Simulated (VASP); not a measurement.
# ZnRe2 (Fm-3m) in VASP: settings compared

One crystal, ZnRe2, is run at these levels: TPSS, TB-mBJ; tasks: band structure.

All numbers are computed with VASP 6.6.1; they aren't measurements. Logs are shortened: lines on timing, memory, paths and dates and some standing lists are left out, and cuts for length are marked.

## Step 1: Starting point

Symmetry: Fm-3m, No. 225, cubic system. The conventional cell has a = 5.791 Å, b = 5.791 Å, c = 5.791 Å, α = 90.00°, β = 90.00°, γ = 90.00°. Around Zn (site symmetry m-3m) lie 8 Re at 2.51 Å. Re (site symmetry -43m) has 4 Zn at 2.51 Å as nearest neighbours.

The cell was built by a generator and needn't be a form met in nature.

## Step 2: Band structure, TPSS

Contents of INCAR:

```
PREC     = Accurate       # precision mode
ENCUT    = 520            # plane-wave cutoff, eV
EDIFF    = 1E-6           # SCF threshold, eV
ISMEAR   = -1             # smearing method
SIGMA    = 0.05           # smearing width, eV
LREAL    = F              # projectors in reciprocal space
LASPH    = T              # aspherical terms in the spheres
NELM     = 100            # most SCF steps
ALGO     = Normal         # electronic algorithm
ISIF     = 2              # what is computed and relaxed
LWAVE    = F              # write WAVECAR
LCHARG   = F              # write CHGCAR
LMAXMIX  = 4              # l up to which the mixer works
METAGGA  = TPSS           # meta-GGA
LMIXTAU  = T            
NBANDS   = 20             # bands
```

Contents of KPOINTS:

```
Automatic mesh
0
Gamma
  8 8 8
```

Contents of POSCAR:

```
ZnRe2
1.0
    0.0000000000      2.8955600000      2.8955600000
    2.8955600000      0.0000000000      2.8955600000
    2.8955600000      2.8955600000      0.0000000000
Zn Re
1 2
Direct
    0.0000000000      0.0000000000      0.0000000000
    0.7500000000      0.7500000000      0.7500000000
    0.2500000000      0.2500000000      0.2500000000
```

Contents of KPOINTS_OPT:

```
path GXWKGLUWLK,UX
20
line-mode
reciprocal
 0.0000000000  0.0000000000  0.0000000000  G
 0.5000000000  0.0000000000  0.5000000000  X

 0.5000000000  0.0000000000  0.5000000000  X
 0.5000000000  0.2500000000  0.7500000000  W

 0.5000000000  0.2500000000  0.7500000000  W
 0.3750000000  0.3750000000  0.7500000000  K

 0.3750000000  0.3750000000  0.7500000000  K
 0.0000000000  0.0000000000  0.0000000000  G

 0.0000000000  0.0000000000  0.0000000000  G
 0.5000000000  0.5000000000  0.5000000000  L

 0.5000000000  0.5000000000  0.5000000000  L
 0.6250000000  0.2500000000  0.6250000000  U

 0.6250000000  0.2500000000  0.6250000000  U
 0.5000000000  0.2500000000  0.7500000000  W

 0.5000000000  0.2500000000  0.7500000000  W
 0.5000000000  0.5000000000  0.5000000000  L

 0.5000000000  0.5000000000  0.5000000000  L
 0.3750000000  0.3750000000  0.7500000000  K

 0.6250000000  0.2500000000  0.6250000000  U
 0.5000000000  0.0000000000  0.5000000000  X
```

Potentials or basis: VASP PAW PBE potentials, release 64 (Zn, Re).

The run is started by

```bash
cat potpaw_PBE.64/Zn/POTCAR potpaw_PBE.64/Re/POTCAR > POTCAR
mpirun -np 1 vasp_std > vasp.out
```

OUTCAR:

```text
PREC = Accurate
   ENCUT = 520
   EDIFF = 1E-6
   ISMEAR = -1
   LREAL = F
   LASPH = T
   NELM = 100
   ISIF = 2
   METAGGA = TPSS

 ion  position               nearest neighbor table
   1  0.000  0.000  0.000-   2 2.51   3 2.51   2 2.51   2 2.51   2 2.51   3 2.51   3 2.51   3 2.51

   2  0.750  0.750  0.750-   1 2.51   1 2.51   1 2.51   1 2.51   3 2.90   3 2.90   3 2.90   3 2.90
                             3 2.90   3 2.90
   3  0.250  0.250  0.250-   1 2.51   1 2.51   1 2.51   1 2.51   2 2.90   2 2.90   2 2.90   2 2.90
                             2 2.90   2 2.90

  LATTYP: Found a face centered cubic cell.
 ALAT       =     5.7911200000

  Lattice vectors:

 A1 = (   0.0000000000,   2.8955600000,   2.8955600000)
 A2 = (   2.8955600000,   0.0000000000,   2.8955600000)
 A3 = (   2.8955600000,   2.8955600000,   0.0000000000)

Analysis of symmetry for initial positions (statically):
=====================================================================
 Subroutine PRICEL returns:
 Original cell was already a primitive cell.

 Routine SETGRP: Setting up the symmetry group for a
 face centered cubic supercell.

 Subroutine GETGRP returns: Found 48 space group operations
 (whereof 48 operations were pure point group operations)
 out of a pool of 48 trial point group operations.

The static configuration has the point symmetry O_h .

Analysis of symmetry for dynamics (positions and initial velocities):
=====================================================================
 Subroutine PRICEL returns:
 Original cell was already a primitive cell.

 Routine SETGRP: Setting up the symmetry group for a
 face centered cubic supercell.

 Subroutine GETGRP returns: Found 48 space group operations
 (whereof 48 operations were pure point group operations)
 out of a pool of 48 trial point group operations.

The dynamic configuration has the point symmetry O_h .

 Subroutine INISYM returns: Found 48 space group operations
 (whereof 48 operations are pure point group operations),
 and found     1 'primitive' translations

----------------------------------------------------------------------------------------

                                     Primitive cell

  volume of cell :      48.5543

  direct lattice vectors                    reciprocal lattice vectors
     0.000000000  2.895560000  2.895560000    -0.172678169  0.172678169  0.172678169
     2.895560000  0.000000000  2.895560000     0.172678169 -0.172678169  0.172678169
     2.895560000  2.895560000  0.000000000     0.172678169  0.172678169 -0.172678169

  length of vectors
     4.094940223  4.094940223  4.094940223     0.299087363  0.299087363  0.299087363

  position of ions in fractional coordinates (direct lattice)
     0.000000000  0.000000000  0.000000000
     0.750000000  0.750000000  0.750000000
     0.250000000  0.250000000  0.250000000

  ion indices of the primitive-cell ions
   primitive index   ion index
                 1           1
                 2           2
                 3           3

----------------------------------------------------------------------------------------

 KPOINTS: Automatic mesh

Automatic generation of k-mesh.
 Grid dimensions read from file:
 generate k-points for:    8    8    8

 Generating k-lattice:

  Cartesian coordinates                     Fractional coordinates (reciprocal lattice)
    -0.021584771  0.021584771  0.021584771     0.125000000  0.000000000  0.000000000
     0.021584771 -0.021584771  0.021584771     0.000000000  0.125000000  0.000000000
     0.021584771  0.021584771 -0.021584771     0.000000000  0.000000000  0.125000000

  Length of vectors
     0.037385920  0.037385920  0.037385920

  Shift w.r.t. Gamma in fractional coordinates (k-lattice)
     0.000000000  0.000000000  0.000000000

 Subroutine IBZKPT returns following result:
 ===========================================

 Found     29 irreducible k-points:

 Following reciprocal coordinates:
            Coordinates               Weight
  0.000000  0.000000  0.000000      1.000000
  0.125000  0.000000  0.000000      8.000000
  0.250000  0.000000  0.000000      8.000000
  0.375000  0.000000  0.000000      8.000000
  0.500000  0.000000  0.000000      4.000000
  0.125000  0.125000  0.000000      6.000000
[... 16 lines left out ...]
  0.500000  0.250000  0.125000     48.000000
 -0.375000  0.250000  0.125000     24.000000
 [... further k-points ...]
   k-points           NKPTS =     29   k-points in BZ     NKDIM =     29   number of bands    NBANDS=     20
   number of dos      NEDOS =    301   number of ions     NIONS =      3
   total plane-waves  NPLWV =  27000
   dimension x,y,z NGX =    30 NGY =   30 NGZ =   30
   dimension x,y,z NGXF=    60 NGYF=   60 NGZF=   60
   ions per type =               1   2
   NGX,Y,Z   is equivalent  to a cutoff of  12.18, 12.18, 12.18 a.u.
   NGXF,Y,Z  is equivalent  to a cutoff of  24.36, 24.36, 24.36 a.u.
 SYSTEM =  unknown system
[... 25 lines left out ...]
   EFERMI_NEDOS =   21; number of points for ismear=-14 and -15
   IALGO  =     38    algorithm
   IMIX   =      4    mixing-type and parameters
     AMIX     =   0.40;   BMIX     =  1.00
     AMIX_MAG =   1.60;   BMIX_MAG =  1.00
  volume/ion in A,a.u.               =      16.18       109.22
  Fermi-wavevector in a.u.,A,eV,Ry     =   1.329403  2.512208 24.045751  1.767313
  Thomas-Fermi vector in A             =   2.458568
   LORBIT       =      0    0 simple, 1 ext, 2 COOP (PROOUT), +10 PAW based schemes
   METAGGA = TPSS    functional components
   LHFCALC =     F    Hartree Fock is set to
   AEXX    =    0.0000 exact exchange contribution
   IVDW    =     0    specifies the selected vdW correction
   LEPSILON=     F    determine dielectric tensor
   LRPA    =     F    only Hartree local field effects (RPA)
 non-spin polarized calculation
  energy-cutoff  :      520.00
  volume of cell :       48.55
 maximum number of plane-waves:      1325
   NGX = 15   NGY = 15   NGZ = 15

 number of electron      26.0000001 magnetization

 Free energy of the ion-electron system (eV)
  ---------------------------------------------------
  ext. energy  EPLUGINS =         0.00000000
  ---------------------------------------------------
  free energy    TOTEN  =       -32.32839776 eV

  energy without entropy =      -32.29376688  energy(sigma->0) =      -32.31108232

 E-fermi :   5.2220     XC(G=0): -12.7763

 val. band max:        5.2074920729   @ k =   0.3750   0.1250   0.0000
 cond. band min:       5.2542190157   @ k =   0.5000   0.2500   0.1250
 fundamental gap:      0.0467269428
 Fermi energy:         5.2220405182

 k-point     1 :       0.0000    0.0000    0.0000
  band No.  band energies     occupation
      1      -4.3514      2.00000
      2      -2.8140      2.00000
      3      -2.8140      2.00000
      4      -2.6671      2.00000
      5      -2.6671      2.00000
      6      -2.6671      2.00000
[... 12 lines left out ...]
     19      12.6391      0.00000
     20      12.6391      0.00000

 k-point     2 :       0.1250    0.0000    0.0000
  band No.  band energies     occupation
      1      -4.0890      2.00000
      2      -2.7858      2.00000
      3      -2.7858      2.00000
      4      -2.6947      2.00000
      5      -2.6791      2.00000
      6      -2.6791      2.00000
[... 12 lines left out ...]
     19      13.2058      0.00000
     20      13.2058      0.00000

 k-point     3 :       0.2500    0.0000    0.0000
  band No.  band energies     occupation
      1      -3.3739      2.00000
      2      -2.7186      2.00000
      3      -2.7186      2.00000
      4      -2.7168      2.00000
      5      -2.7071      2.00000
      6      -2.7071      2.00000
[... 12 lines left out ...]
     19      13.8461      0.00000
     20      13.8464      0.00000

 k-point     4 :       0.3750    0.0000    0.0000
  band No.  band energies     occupation
      1      -2.9049      2.00000
      2      -2.7347      2.00000
      3      -2.7347      2.00000
      4      -2.6523      2.00000
      5      -2.6523      2.00000
      6      -2.1731      2.00000
[... 429 lines left out ...]
 k-point    23 :       0.5000    0.2500    0.1250
  band No.  band energies     occupation
      1      -2.8833      2.00000
      2      -2.8345      2.00000
      3      -2.7393      2.00000
      4      -2.6838      2.00000
      5      -2.5933      2.00000
      6      -1.7559      2.00000
[... 12 lines left out ...]
     19      11.2175      0.00000
     20      14.9748      0.00000

 k-point    24 :      -0.3750    0.2500    0.1250
  band No.  band energies     occupation
      1      -2.8950      2.00000
      2      -2.8464      2.00000
      3      -2.7470      2.00000
      4      -2.6579      2.00000
      5      -2.5784      2.00000
      6      -1.2213      2.00000
[... 12 lines left out ...]
     19      11.0595      0.00000
     20      15.1963      0.00000

 [... further k-points ...]

------------------------ aborting loop because EDIFF is reached ----------------------------------------

  FORCE on cell =-STRESS in cart. coord.  units (eV):
  Direction    XX          YY          ZZ          XY          YZ          ZX
  --------------------------------------------------------------------------------------
  -------------------------------------------------------------------------------------
  Total       -1.5252563     -1.5252563     -1.5252563     -0.0000000      0.0000000     -0.0000000
  in kB      -50.3298577    -50.3298577    -50.3298577     -0.0000000      0.0000000     -0.0000000
  external PRESSURE =     -50.3298577 kB  Pullay stress =       0.0000000 kB

 VOLUME and BASIS-vectors are now :
 -----------------------------------------------------------------------------
  energy-cutoff  :      520.00
  volume of cell :       48.55
      direct lattice vectors                 reciprocal lattice vectors
     0.000000000  2.895560000  2.895560000    -0.172678169  0.172678169  0.172678169
     2.895560000  0.000000000  2.895560000     0.172678169 -0.172678169  0.172678169
     2.895560000  2.895560000  0.000000000     0.172678169  0.172678169 -0.172678169

 POSITION                                       TOTAL-FORCE (eV/Angst)
 -----------------------------------------------------------------------------------
      0.00000      0.00000      0.00000        -0.000000     -0.000000     -0.000000
      4.34334      4.34334      4.34334         0.000000      0.000000      0.000000
      1.44778      1.44778      1.44778        -0.000000      0.000000     -0.000000
 -----------------------------------------------------------------------------------
    total drift:                                0.000000     -0.000000     -0.000000

  FREE ENERGIE OF THE ION-ELECTRON SYSTEM (eV)
  ---------------------------------------------------
  free  energy   TOTEN  =       -32.3283977583 eV

  energy  without entropy=      -32.2937668750  energy(sigma->0) =      -32.31108232
```

It took 5 min on 1 thread of Intel Xeon 6975P-C (Granite Rapids), shared host; peak memory 0.18 GiB.

What came out:

| Item | Value |
| --- | --- |
| Free energy | -32.3284 eV |
| Pressure | -5.0 GPa |
| Band gap along the path | none (metal or under the smearing width) |

Levels at the corners of the path, in eV from the Fermi level:
| point | band 11 | band 12 | band 13 | band 14 | band 15 | band 16 |
| --- | --- | --- | --- | --- | --- | --- |
| Γ | -3.34 | 1.81 | 1.81 | 1.81 | 3.54 | 3.54 |
| X | -1.15 | -1.15 | 0.27 | 0.27 | 1.33 | 1.33 |
| X | -1.15 | -1.15 | 0.27 | 0.27 | 1.33 | 1.33 |
| W | -2.00 | -0.31 | -0.22 | -0.22 | 0.82 | 1.05 |
| W | -2.00 | -0.31 | -0.22 | -0.22 | 0.82 | 1.05 |
| K | -1.78 | -0.52 | -0.02 | 0.18 | 0.46 | 0.92 |
| K | -1.78 | -0.52 | -0.02 | 0.18 | 0.46 | 0.92 |
| Γ | -3.34 | 1.81 | 1.81 | 1.81 | 3.54 | 3.54 |
| Γ | -3.34 | 1.81 | 1.81 | 1.81 | 3.54 | 3.54 |
| L | -1.52 | -0.75 | -0.75 | -0.71 | -0.24 | -0.24 |
| L | -1.52 | -0.75 | -0.75 | -0.71 | -0.24 | -0.24 |
| U | -1.78 | -0.52 | -0.02 | 0.18 | 0.46 | 0.92 |
| U | -1.78 | -0.52 | -0.02 | 0.18 | 0.46 | 0.92 |
| W | -2.00 | -0.31 | -0.22 | -0.22 | 0.82 | 1.05 |
| W | -2.00 | -0.31 | -0.22 | -0.22 | 0.82 | 1.05 |
| L | -1.52 | -0.75 | -0.75 | -0.71 | -0.24 | -0.24 |
| L | -1.52 | -0.75 | -0.75 | -0.71 | -0.24 | -0.24 |
| K | -1.78 | -0.52 | -0.02 | 0.18 | 0.46 | 0.92 |
| U | -1.78 | -0.52 | -0.02 | 0.18 | 0.46 | 0.92 |
| X | -1.15 | -1.15 | 0.27 | 0.27 | 1.33 | 1.33 |

Caveat: the PAW data sets were made with another functional, which shifts forces and pressure a little; spin-orbit coupling is left out, which moves the levels of the heavy elements.

## Step 3: Band structure, TB-mBJ

POSCAR is that of step 2.

Contents of INCAR.step1:

```
PREC     = Accurate       # precision mode
ENCUT    = 520            # plane-wave cutoff, eV
EDIFF    = 1E-5           # SCF threshold, eV
ISMEAR   = -1             # smearing method
SIGMA    = 0.05           # smearing width, eV
LREAL    = F              # projectors in reciprocal space
LASPH    = T              # aspherical terms in the spheres
NELM     = 100            # most SCF steps
ALGO     = Normal         # electronic algorithm
ISIF     = 2              # what is computed and relaxed
LWAVE    = T              # write WAVECAR
LCHARG   = F              # write CHGCAR
LMAXMIX  = 4              # l up to which the mixer works
NBANDS   = 20             # bands
GGA      = PE             # functional
```

Contents of INCAR.step2:

```
PREC     = Accurate       # precision mode
ENCUT    = 520            # plane-wave cutoff, eV
EDIFF    = 1E-6           # SCF threshold, eV
ISMEAR   = -1             # smearing method
SIGMA    = 0.05           # smearing width, eV
LREAL    = F              # projectors in reciprocal space
LASPH    = T              # aspherical terms in the spheres
NELM     = 100            # most SCF steps
ALGO     = Normal         # electronic algorithm
ISIF     = 2              # what is computed and relaxed
LWAVE    = F              # write WAVECAR
LCHARG   = F              # write CHGCAR
LMAXMIX  = 4              # l up to which the mixer works
METAGGA  = MBJ            # meta-GGA
NBANDS   = 20             # bands
ISTART   = 1
```

KPOINTS is that of step 2.

KPOINTS_OPT is that of step 2.

Potentials or basis: VASP PAW PBE potentials, release 64 (Zn, Re).

The run is started by

```bash
cat potpaw_PBE.64/Zn/POTCAR potpaw_PBE.64/Re/POTCAR > POTCAR
cp INCAR.step1 INCAR
mpirun -np 1 vasp_std > vasp.out
cp INCAR.step2 INCAR
mpirun -np 1 vasp_std > vasp.out
```

Wall time 2 min (1 thread of Intel Xeon 6975P-C (Granite Rapids), shared host); peak memory 0.2 GiB.

It converged, with:

```yaml
Band_gap_along_the_path: none (metal or under the smearing width)
```

Levels at the corners of the path, in eV from the Fermi level:
| point | band 9 | band 10 | band 11 | band 12 | band 13 | band 14 | band 15 | band 16 | band 17 | band 18 |
| --- | --- | --- | --- | --- | --- | --- | --- | --- | --- | --- |
| Γ | -4.22 | -3.52 | -3.52 | 1.81 | 1.81 | 1.81 | 3.37 | 3.37 | 6.21 | 7.40 |
| X | -2.85 | -2.04 | -1.09 | -1.09 | 0.27 | 0.27 | 1.45 | 1.45 | 1.83 | 3.22 |
| X | -2.85 | -2.04 | -1.09 | -1.09 | 0.27 | 0.27 | 1.45 | 1.45 | 1.83 | 3.22 |
| W | -2.93 | -2.13 | -2.13 | -0.21 | -0.21 | -0.19 | 0.83 | 1.09 | 1.14 | 4.19 |
| W | -2.93 | -2.13 | -2.13 | -0.21 | -0.21 | -0.19 | 0.83 | 1.09 | 1.14 | 4.19 |
| K | -2.84 | -2.62 | -1.72 | -0.51 | -0.05 | 0.19 | 0.46 | 0.98 | 1.22 | 4.27 |
| K | -2.84 | -2.62 | -1.72 | -0.51 | -0.05 | 0.19 | 0.46 | 0.98 | 1.22 | 4.27 |
| Γ | -4.22 | -3.52 | -3.52 | 1.81 | 1.81 | 1.81 | 3.37 | 3.37 | 6.21 | 7.40 |
| Γ | -4.22 | -3.52 | -3.52 | 1.81 | 1.81 | 1.81 | 3.37 | 3.37 | 6.21 | 7.40 |
| L | -2.80 | -1.62 | -1.62 | -0.82 | -0.82 | -0.66 | -0.28 | -0.28 | 0.21 | 8.98 |
| L | -2.80 | -1.62 | -1.62 | -0.82 | -0.82 | -0.66 | -0.28 | -0.28 | 0.21 | 8.98 |
| U | -2.84 | -2.62 | -1.72 | -0.51 | -0.05 | 0.19 | 0.46 | 0.98 | 1.22 | 4.27 |
| U | -2.84 | -2.62 | -1.72 | -0.51 | -0.05 | 0.19 | 0.46 | 0.98 | 1.22 | 4.27 |
| W | -2.93 | -2.13 | -2.13 | -0.21 | -0.21 | -0.19 | 0.83 | 1.09 | 1.14 | 4.19 |
| W | -2.93 | -2.13 | -2.13 | -0.21 | -0.21 | -0.19 | 0.83 | 1.09 | 1.14 | 4.19 |
| L | -2.80 | -1.62 | -1.62 | -0.82 | -0.82 | -0.66 | -0.28 | -0.28 | 0.21 | 8.98 |
| L | -2.80 | -1.62 | -1.62 | -0.82 | -0.82 | -0.66 | -0.28 | -0.28 | 0.21 | 8.98 |
| K | -2.84 | -2.62 | -1.72 | -0.51 | -0.05 | 0.19 | 0.46 | 0.98 | 1.22 | 4.27 |
| U | -2.84 | -2.62 | -1.72 | -0.51 | -0.05 | 0.19 | 0.46 | 0.98 | 1.22 | 4.27 |
| X | -2.85 | -2.04 | -1.09 | -1.09 | 0.27 | 0.27 | 1.45 | 1.45 | 1.83 | 3.22 |

Caveat: the PAW data sets were made with another functional, which shifts forces and pressure a little; spin-orbit coupling is left out, which moves the levels of the heavy elements.

## Step 4: The reference run

An earlier run on the cell as given: functional PBE; potentials or basis VASP PAW PBE potentials, release 64 (Zn, Re); cutoff 520 eV; k mesh 8 × 8 × 8; occupations fermi-dirac, width 0.05 eV; no spin polarisation.

- Pressure: 0.3 GPa
- Band gap on the k mesh: none (metal or under the smearing width)

## Step 5: Overview

```csv
task,level,pressure (GPa)
band structure,TPSS,-5.0
band structure,TB-mBJ,-
single point,PBE,0.3
```

Alike in all rows: potentials or basis VASP PAW PBE potentials, release 64 (Zn, Re); no spin polarisation; cell as given; k mesh 8 × 8 × 8; cutoff (eV) 520; smearing fermi-dirac 0.05 eV.

Caveats: the PAW data sets were made with another functional, which shifts forces and pressure a little (some runs); spin-orbit coupling is left out, which moves the levels of the heavy elements (some runs).

Absolute energies hang on the potentials; compare differences alone.
